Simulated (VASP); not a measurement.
Data:

```
CELL_PARAMETERS angstrom
      3.06152     0.00000     0.00000
     -1.53076     2.65135     0.00000
      0.00000     0.00000    16.37116
ATOMIC_POSITIONS crystal
  N  0.00000 0.00000 0.50000
  Ta 0.33333 0.66667 0.57265
  Ta 0.66667 0.33333 0.42735
```

Calculation: r2SCAN meta-GGA, VASP's PBE PAW potentials (set 64) (plane waves; VASP). Run with 520 eV cut-off, 13×13×1 Γ-centred mesh, tetrahedra with Blöchl corrections, potentials N Ta_pv.

The cell holds a wide vacuum, so values per volume refer to the whole cell. For a metal the tetrahedron method with Blöchl corrections gives inexact stress and forces. Unless said otherwise, spin-orbit coupling is left out, though it shifts the bands of the heavy elements here.

Problem. What does the run give for the energy per atom (σ→0), largest force, band gap (over mesh and band path) with the smallest direct gap where there is one?

Solution. 
- band gap (over mesh and band path): none (metal, semimetal or under 0.01 eV)
- energy per atom (σ→0): -35.262 eV/atom
- largest force: 0.076 eV/Å

Total energies compare only between runs with the same potentials, cut-off and functional.

The cell is a sheet with vacuum, built from a generated structure.
